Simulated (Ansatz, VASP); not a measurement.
## C (Diamond) in two plane-wave programs

Aim: how closely do two programs agree when they are given the same cell, functional and k mesh? The cell is taken from a series of runs on this material, whose earlier steps may have relaxed, scaled, displaced or heated it; both programs get it as it stands.

Calculated with Ansatz 0.2.0; plane waves, with VASP 6.6.1 beside it; zone-centre phonons at LDA.

### Step 1. Starting point

The structure is cubic, space group Fd-3m (No. 227). Conventional cell: a = 3.514 Å, b = 3.514 Å, c = 3.514 Å, α = 90.00°, β = 90.00°, γ = 90.00°. Nearest to C lie 4 C at 1.52 Å.

### Step 2. VASP: zone-centre phonons, LDA, pair 1

Second derivatives magnify differences that forces hide, and they need a tight electronic threshold.

Lines of VASP's logs that name or quote its potential files are left out, and so is its time.

INCAR

```
SYSTEM = C
PREC = Accurate
ENCUT = 600
EDIFF = 1E-08
NELM = 120
ISMEAR = 0
SIGMA = 0.01
LREAL = .FALSE.
ALGO = Normal
GGA = PW92
NBANDS = 10
LORBIT = 11
LWAVE = .FALSE.
LCHARG = .FALSE.
ISIF = 2
IBRION = 8
LEPSILON = .TRUE.
LASPH = .TRUE.
GGA_COMPAT = .FALSE.
EFERMI = MIDGAP
KPAR = 2
```

POSCAR

```
C
1.0
    0.0000000000      1.7570045276      1.7570045276
    1.7570045276      0.0000000000      1.7570045276
    1.7570045276      1.7570045276      0.0000000000
C
2
Direct
    0.0000000000      0.0000000000      0.0000000000
    0.2500000000      0.2500000000      0.2500000000
```

KPOINTS

```
Automatic mesh
0
Gamma
10 10 10
0 0 0
```

PAW data sets: C (LDA family, release 64).

Launch:

```bash
$ mpirun -np 2 vasp_std
```

Numbers of over 12 decimals in the logs are rounded to 6 here.

The program printed:

```text
[banner, memory and clock lines left out]
running    2 mpi-ranks, on    1 nodes
 distrk:  each k-point on    1 cores,    2 groups
 distr:  one band on    1 cores,    1 groups

 POSCAR found type information on POSCAR C
 POSCAR found :  1 types and       2 ions
|                                                                             |
|               ----> ADVICE to this user running VASP <----                  |
|                                                                             |
|     You enforced a specific xc type in the INCAR file but a different       |
|     [... a line on the potential file left out ...]
|     I HOPE YOU KNOW WHAT YOU ARE DOING!                                     |
|                                                                             |

 LDA part: xc-table for (Slater(with rela. corr.)+PW92), standard interpolation
 POSCAR, INCAR and KPOINTS ok, starting setup
 FFT: planning ... GRIDC
 FFT: planning ... GRID_SOFT
 FFT: planning ... GRID
 WAVECAR not read
 entering main loop
       N       E                     dE             d eps       ncg     rms          rms(c)
DAV:   1    -0.156526078848E+01   -0.15653E+01   -0.54327E+03   956   0.886E+02
DAV:   2    -0.208218247818E+02   -0.19257E+02   -0.18784E+02  1208   0.131E+02
DAV:   3    -0.211771022588E+02   -0.35528E+00   -0.35466E+00  1122   0.146E+01
DAV:   4    -0.211778043243E+02   -0.70207E-03   -0.70202E-03  1046   0.762E-01
DAV:   5    -0.211778054248E+02   -0.11005E-05   -0.11005E-05  1080   0.289E-02    0.600E+00
DAV:   6    -0.205069487073E+02    0.67086E+00   -0.38576E-01   972   0.462E+00    0.348E+00
DAV:   7    -0.202740394411E+02    0.23291E+00   -0.45160E-01  1006   0.501E+00    0.775E-01
DAV:   8    -0.202738836388E+02    0.15580E-03   -0.92979E-03  1000   0.879E-01    0.270E-02
DAV:   9    -0.202738708976E+02    0.12741E-04   -0.34817E-05  1036   0.503E-02    0.198E-02
DAV:  10    -0.202738722743E+02   -0.13767E-05   -0.18010E-06  1044   0.122E-02    0.461E-03
DAV:  11    -0.202738722105E+02    0.63790E-07   -0.59052E-08  1092   0.202E-03    0.707E-04
DAV:  12    -0.202738721994E+02    0.11127E-07   -0.12220E-09   572   0.352E-04    0.155E-04
DAV:  13    -0.202738721971E+02    0.22353E-08   -0.74313E-11   510   0.923E-05
   1 F= -.20273872E+02 E0= -.20273872E+02  d E =0.000000E+00
 Linear response reoptimize wavefunctions to high precision
DAV:   1    -0.202738721967E+02    0.43912E-09   -0.35662E-12   558   0.178E-05
DAV:   2    -0.202738721967E+02    0.10800E-11    0.36367E-13   498   0.439E-06
 Linear response G [H, r] |phi>, progress :
  Direction:   1
       N       E                     dE             d eps       ncg     rms
RMM:   1    -0.320209864577E+02   -0.32021E+02    0.20399E+00  2164   0.434E+01
RMM:   2    -0.324053718159E+02   -0.38439E+00   -0.97172E-01  1492   0.862E+00
RMM:   3    -0.324158587485E+02   -0.10487E-01   -0.34059E-03  1564   0.521E-01
RMM:   4    -0.324159527068E+02   -0.93958E-04   -0.27884E-05  1642   0.408E-02
RMM:   5    -0.324159534977E+02   -0.79089E-06   -0.26529E-07  1637   0.379E-03
RMM:   6    -0.324159535152E+02   -0.17544E-07   -0.37708E-08  1495   0.389E-04
RMM:   7    -0.324159535127E+02    0.25006E-08   -0.11475E-09  1199   0.540E-05
 Linear response G [H, r] |phi>, progress :
  Direction:   2
       N       E                     dE             d eps       ncg     rms
RMM:   1    -0.355156420442E+02   -0.35516E+02   -0.52780E+01  2174   0.415E+01
RMM:   2    -0.328995176229E+02    0.26161E+01   -0.67028E-01  1488   0.737E+00
RMM:   3    -0.329037141079E+02   -0.41965E-02   -0.26586E-03  1563   0.432E-01
RMM:   4    -0.329037385570E+02   -0.24449E-04   -0.22004E-05  1650   0.354E-02
RMM:   5    -0.329037386983E+02   -0.14135E-06   -0.18562E-07  1641   0.306E-03
RMM:   6    -0.329037387013E+02   -0.29597E-08    0.24897E-09  1509   0.309E-04
 Linear response G [H, r] |phi>, progress :
  Direction:   3
       N       E                     dE             d eps       ncg     rms
RMM:   1    -0.185761970956E+02   -0.18576E+02    0.83539E+01  2058   0.403E+01
RMM:   2    -0.224319798436E+02   -0.38558E+01   -0.86924E-01  1471   0.771E+00
RMM:   3    -0.224389525252E+02   -0.69727E-02   -0.57532E-03  1585   0.476E-01
RMM:   4    -0.224389205164E+02    0.32009E-04   -0.63043E-05  1599   0.387E-02
RMM:   5    -0.224389197348E+02    0.78159E-06   -0.89530E-07  1582   0.366E-03
RMM:   6    -0.224389197099E+02    0.24924E-07   -0.27355E-08  1407   0.385E-04
RMM:   7    -0.224389197123E+02   -0.23808E-08    0.78161E-08  1097   0.565E-05
 Linear response to external field (no local field effect), progress :
  Direction:   1
       N       E                     dE             d eps       ncg     rms          rms(c)
RMM:   1    -0.173227453709E+00   -0.17323E+00   -0.62557E-01  2051   0.223E+00
RMM:   2    -0.177156088799E+00   -0.39286E-02   -0.10054E-03  1500   0.266E-01
RMM:   3    -0.177160285754E+00   -0.41970E-05   -0.30743E-06  1505   0.112E-02
RMM:   4    -0.177160304592E+00   -0.18838E-07   -0.12833E-08  1474   0.762E-04
RMM:   5    -0.177160304678E+00   -0.85678E-10   -0.80498E-11  1091   0.488E-05
 change of polarisation eV/A/(eV/A) component  1 :     0.354     0.158     0.046
 dielectric tensor                  component  1 :     6.910     2.640     0.766
 Linear response to external field (no local field effect), progress :
  Direction:   2
       N       E                     dE             d eps       ncg     rms          rms(c)
RMM:   1    -0.170956940923E+00   -0.17096E+00   -0.60526E-01  2047   0.225E+00
RMM:   2    -0.174828490698E+00   -0.38715E-02   -0.98358E-04  1505   0.269E-01
RMM:   3    -0.174832511036E+00   -0.40203E-05   -0.30838E-06  1503   0.111E-02
RMM:   4    -0.174832530386E+00   -0.19349E-07   -0.13393E-08  1483   0.795E-04
RMM:   5    -0.174832530454E+00   -0.68566E-10   -0.10448E-10  1094   0.492E-05
 change of polarisation eV/A/(eV/A) component  2 :     0.158     0.350    -0.058
 dielectric tensor                  component  2 :     2.640     6.833    -0.973
 Linear response to external field (no local field effect), progress :
  Direction:   3
       N       E                     dE             d eps       ncg     rms          rms(c)
RMM:   1    -0.882625539423E-01   -0.88263E-01   -0.31324E-01  2020   0.166E+00
RMM:   2    -0.904560272503E-01   -0.21935E-02   -0.49932E-04  1481   0.186E-01
RMM:   3    -0.904580786874E-01   -0.20514E-05   -0.14906E-06  1514   0.818E-03
RMM:   4    -0.904580870146E-01   -0.83273E-08   -0.55116E-09  1475   0.579E-04
 change of polarisation eV/A/(eV/A) component  3 :     0.046    -0.058     0.181
 dielectric tensor                  component  3 :     0.766    -0.973     4.018
 Linear response to external field, progress :
  Direction:   1
       N       E                     dE             d eps       ncg     rms          rms(c)
RMM:   1    -0.144168146634E+00   -0.14417E+00   -0.51488E-01  4448   0.205E+00
RMM:   2    -0.147480209826E+00   -0.33121E-02   -0.82836E-04  3222   0.240E-01    0.680E-01
RMM:   3    -0.145291443787E+00    0.21888E-02   -0.72733E-04  3197   0.208E-01    0.396E-01
RMM:   4    -0.149951283529E+00   -0.46598E-02   -0.10576E-03  3217   0.253E-01    0.328E-02
RMM:   5    -0.150349053450E+00   -0.39777E-03   -0.11374E-05  3294   0.266E-02    0.273E-03
RMM:   6    -0.150361830448E+00   -0.12777E-04   -0.33880E-08  3408   0.164E-03    0.148E-03
RMM:   7    -0.150365091783E+00   -0.32613E-05   -0.51078E-09  3393   0.686E-04    0.101E-04
RMM:   8    -0.150365622449E+00   -0.53067E-06   -0.56034E-11  2709   0.616E-05    0.248E-05
RMM:   9    -0.150365514763E+00    0.10769E-06    0.00000E+00  1397   0.195E-05    0.214E-06
 change of polarisation eV/A/(eV/A) component  1 :     0.285     0.099     0.030
 dielectric tensor                  component  1 :     5.747     1.651     0.495
 Linear response to external field, progress :
  Direction:   2
       N       E                     dE             d eps       ncg     rms          rms(c)
RMM:   1    -0.144142424507E+00   -0.14414E+00   -0.51463E-01  4453   0.205E+00
RMM:   2    -0.147480232065E+00   -0.33378E-02   -0.82792E-04  3224   0.241E-01    0.680E-01
RMM:   3    -0.145292672340E+00    0.21876E-02   -0.72257E-04  3197   0.208E-01    0.396E-01
RMM:   4    -0.149951777351E+00   -0.46591E-02   -0.10522E-03  3217   0.253E-01    0.328E-02
RMM:   5    -0.150348822549E+00   -0.39705E-03   -0.11352E-05  3293   0.266E-02    0.273E-03
RMM:   6    -0.150361833769E+00   -0.13011E-04   -0.32587E-08  3399   0.162E-03    0.149E-03
RMM:   7    -0.150365065546E+00   -0.32318E-05   -0.50327E-09  3386   0.682E-04    0.100E-04
RMM:   8    -0.150365616565E+00   -0.55102E-06   -0.57633E-11  2691   0.594E-05    0.247E-05
RMM:   9    -0.150365500327E+00    0.11624E-06    0.00000E+00  1395   0.198E-05    0.216E-06
 change of polarisation eV/A/(eV/A) component  2 :     0.083     0.285    -0.009
 dielectric tensor                  component  2 :     1.378     5.747    -0.158
 Linear response to external field, progress :
  Direction:   3
       N       E                     dE             d eps       ncg     rms          rms(c)
RMM:   1    -0.144136372009E+00   -0.14414E+00   -0.51456E-01  4454   0.205E+00
RMM:   2    -0.147480165576E+00   -0.33438E-02   -0.83209E-04  3224   0.241E-01    0.680E-01
RMM:   3    -0.145292674537E+00    0.21875E-02   -0.72432E-04  3197   0.208E-01    0.396E-01
RMM:   4    -0.149951612709E+00   -0.46589E-02   -0.10536E-03  3213   0.253E-01    0.328E-02
RMM:   5    -0.150348844452E+00   -0.39723E-03   -0.11341E-05  3295   0.266E-02    0.273E-03
RMM:   6    -0.150361831992E+00   -0.12988E-04   -0.33160E-08  3400   0.163E-03    0.149E-03
RMM:   7    -0.150365078162E+00   -0.32462E-05   -0.50567E-09  3397   0.684E-04    0.100E-04
RMM:   8    -0.150365616691E+00   -0.53853E-06   -0.59690E-11  2705   0.603E-05    0.247E-05
RMM:   9    -0.150365502720E+00    0.11397E-06    0.00000E+00  1407   0.198E-05    0.215E-06
 change of polarisation eV/A/(eV/A) component  3 :     0.010     0.059     0.285
 dielectric tensor                  component  3 :     0.169     0.983     5.747
 Linear response DOF=           1
 Linear response progress:
  Degree of freedom:   1/  1
       N       E                     dE             d eps       ncg     rms          rms(c)
RMM:   1    -0.120722061603E+00   -0.12072E+00   -0.22391E-02  8096   0.208E+00
RMM:   2    -0.111236218835E+00    0.94858E-02   -0.44750E-03  5227   0.398E-01    0.194E-01
RMM:   3    -0.111202049975E+00    0.34169E-04   -0.46842E-04  5157   0.116E-01    0.106E-01
RMM:   4    -0.112023580380E+00   -0.82153E-03   -0.42390E-04  5075   0.120E-01    0.134E-02
RMM:   5    -0.111968976315E+00    0.54604E-04   -0.31110E-05  5524   0.142E-02    0.101E-03
RMM:   6    -0.111966313729E+00    0.26626E-05   -0.39068E-06  5531   0.817E-04    0.423E-04
RMM:   7    -0.111963586591E+00    0.27271E-05   -0.10733E-06  5663   0.337E-04    0.655E-05
RMM:   8    -0.111963454848E+00    0.13174E-06   -0.22379E-08  5667   0.389E-05    0.106E-05
RMM:   9    -0.111963314985E+00    0.13986E-06    0.69830E-08  5833   0.139E-05    0.136E-06
RMM:  10    -0.111963319894E+00   -0.49094E-08    0.14615E-08  4697   0.137E-06    0.283E-07
 first order change of Fermi-energy  -0.53071E+01
 force on displaced ion       1 direction 1 : -40.041   0.000   0.000
 Born effective charge ion    1 direction 1 :  -0.001   0.000   0.000
 Born effective charges drift removed
 Linear response finished
```

OUTCAR, selected parts (step 2):

```text
ion  position               nearest neighbor table
   1  0.000  0.000  0.000-   2 1.52   2 1.52   2 1.52   2 1.52
   2  0.250  0.250  0.250-   1 1.52   1 1.52   1 1.52   1 1.52

  LATTYP: Found a face centered cubic cell.
 ALAT       =     3.5140090552

 Subroutine GETGRP returns: Found 48 space group operations
 (whereof 24 operations were pure point group operations)

The static configuration has the point symmetry T_d .
 The point group associated with its full space group is O_h .

 Found     47 irreducible k-points:

   k-points           NKPTS =     47   k-points in BZ     NKDIM =     47   number of bands    NBANDS=     10

   dimension x,y,z NGX =    20 NGY =   20 NGZ =   20
   dimension x,y,z NGXF=    40 NGYF=   40 NGZF=   40

   ENCUT  =  600.0 eV  44.10 Ry    6.64 a.u.   4.96  4.96  4.96*2*pi/ulx,y,z

   NELECT =       8.0000    total number of electrons

 k-points in reciprocal lattice and weights: Automatic mesh
   0.00000000  0.00000000  0.00000000       0.001
   0.10000000  0.00000000  0.00000000       0.008
   0.20000000  0.00000000  0.00000000       0.008
   0.30000000  0.00000000  0.00000000       0.008
   0.40000000  0.00000000  0.00000000       0.008
   0.50000000  0.00000000  0.00000000       0.004
   0.10000000  0.10000000  0.00000000       0.006
   0.20000000  0.10000000  0.00000000       0.024
   0.30000000  0.10000000  0.00000000       0.024
[...]
-0.30000000  0.40000000  0.20000000       0.024
  -0.30000000  0.50000000  0.20000000       0.012

 average (electrostatic) potential at core
       1 -48.8609       2 -48.8609

  Total        0.4973941      0.4973941      0.4973941      0.0000000      0.0000000      0.0000000
  in kB       73.4619655     73.4619655     73.4619655      0.0000000      0.0000000      0.0000000
  external PRESSURE =      73.4619655 kB  Pullay stress =       0.0000000 kB

  energy-cutoff  :      600.00
  volume of cell :       10.85
      direct lattice vectors                 reciprocal lattice vectors
     0.000000000  1.757004528  1.757004528    -0.284575248  0.284575248  0.284575248
     1.757004528  0.000000000  1.757004528     0.284575248 -0.284575248  0.284575248
     1.757004528  1.757004528  0.000000000     0.284575248  0.284575248 -0.284575248

 POSITION                                       TOTAL-FORCE (eV/Angst)
 -----------------------------------------------------------------------------------
      0.00000      0.00000      0.00000         0.000000      0.000000      0.000000
      0.87850      0.87850      0.87850        -0.000000     -0.000000     -0.000000
 -----------------------------------------------------------------------------------
    total drift:                                0.000000      0.000000      0.000000

 MACROSCOPIC STATIC DIELECTRIC TENSOR (including local field effects in DFT)
 ------------------------------------------------------
           5.747036    -0.000000     0.000000
           0.000000     5.747036     0.000000
          -0.000000    -0.000000     5.747036
 ------------------------------------------------------

 PIEZOELECTRIC TENSOR (including local field effects)  for field in x, y, z        (C/m^2)
          XX          YY          ZZ          XY          YZ          ZX
  --------------------------------------------------------------------------------
  x     0.00000     0.00000     0.00000     0.00000     0.00000     0.00000
  y    -0.00000    -0.00000    -0.00000     0.00000     0.00000    -0.00000
  z     0.00000     0.00000     0.00000    -0.00000     0.00000     0.00000

 BORN EFFECTIVE CHARGES (including local field effects) (in |e|, cummulative output)
 ---------------------------------------------------------------------------------
 ion    1
    1     0.00000     0.00000     0.00000
    2     0.00000     0.00000     0.00000
    3     0.00000    -0.00000     0.00000
 ion    2
    1    -0.00000     0.00000     0.00000
    2    -0.00000    -0.00000    -0.00000
    3    -0.00000     0.00000    -0.00000

 Eigenvectors and eigenvalues of the dynamical matrix
 ----------------------------------------------------

   1 f  =   40.367441 THz   253.636114 2PiTHz 1346.512901 cm-1   166.946247 meV
             X         Y         Z           dx          dy          dz
      0.000000  0.000000  0.000000     0.000000   -0.707107    0.000000
      0.878502  0.878502  0.878502     0.000000    0.707107    0.000000

   2 f  =   40.367441 THz   253.636114 2PiTHz 1346.512901 cm-1   166.946247 meV
             X         Y         Z           dx          dy          dz
      0.000000  0.000000  0.000000    -0.707107    0.000000    0.000000
      0.878502  0.878502  0.878502     0.707107    0.000000    0.000000

   3 f  =   40.367441 THz   253.636114 2PiTHz 1346.512901 cm-1   166.946247 meV
             X         Y         Z           dx          dy          dz
      0.000000  0.000000  0.000000     0.000000    0.000000   -0.707107
      0.878502  0.878502  0.878502     0.000000    0.000000    0.707107

   4 f  =    0.000000 THz     0.000000 2PiTHz    0.000000 cm-1     0.000000 meV
             X         Y         Z           dx          dy          dz
      0.000000  0.000000  0.000000     0.707107    0.000000    0.000000
      0.878502  0.878502  0.878502     0.707107    0.000000    0.000000

   5 f  =    0.000000 THz     0.000000 2PiTHz    0.000000 cm-1     0.000000 meV
             X         Y         Z           dx          dy          dz
      0.000000  0.000000  0.000000     0.000000    0.707107    0.000000
      0.878502  0.878502  0.878502     0.000000    0.707107    0.000000

   6 f  =    0.000000 THz     0.000000 2PiTHz    0.000000 cm-1     0.000000 meV
             X         Y         Z           dx          dy          dz
      0.000000  0.000000  0.000000     0.000000    0.000000    0.707107
      0.878502  0.878502  0.878502     0.000000    0.000000    0.707107

 MACROSCOPIC STATIC DIELECTRIC TENSOR IONIC CONTRIBUTION
 ------------------------------------------------------
           0.000000     0.000000     0.000000
           0.000000     0.000000    -0.000000
           0.000000    -0.000000     0.000000
 ------------------------------------------------------

 ELASTIC MODULI CONTR FROM IONIC RELAXATION (kBar)
 Direction    XX          YY          ZZ          XY          YZ          ZX
 --------------------------------------------------------------------------------
 XX          -0.0000      0.0000      0.0000      0.0000     -0.0000      0.0000
 YY           0.0000     -0.0000      0.0000      0.0000      0.0000      0.0000
 ZZ           0.0000      0.0000     -0.0000     -0.0000      0.0000      0.0000
 XY           0.0000      0.0000     -0.0000    -92.5313      0.0000      0.0000
 YZ          -0.0000      0.0000      0.0000      0.0000    -92.5313      0.0000
 ZX           0.0000      0.0000      0.0000      0.0000      0.0000    -92.5313
 --------------------------------------------------------------------------------

 PIEZOELECTRIC TENSOR IONIC CONTR  for field in x, y, z        (C/m^2)
          XX          YY          ZZ          XY          YZ          ZX
  --------------------------------------------------------------------------------
  x     0.00000     0.00000     0.00000     0.00000     0.00000     0.00000
  y     0.00000    -0.00000     0.00000     0.00000     0.00000     0.00000
  z     0.00000     0.00000     0.00000     0.00000     0.00000    -0.00000
```

[end of part 1 of 2]

[Lines on the potential files, build, host, timing and source positions are cut from VASP's logs without a mark.]

[Logs are printed without paths, hosts, clocks, repeated set-up lines and the standing remarks that a program may print on its own settings, such as how far it seeks lower states.]

[Hosts, paths, dates, database ids (printed as entryN), source tags and the programs' standing remarks are cut or masked in the printed files.]
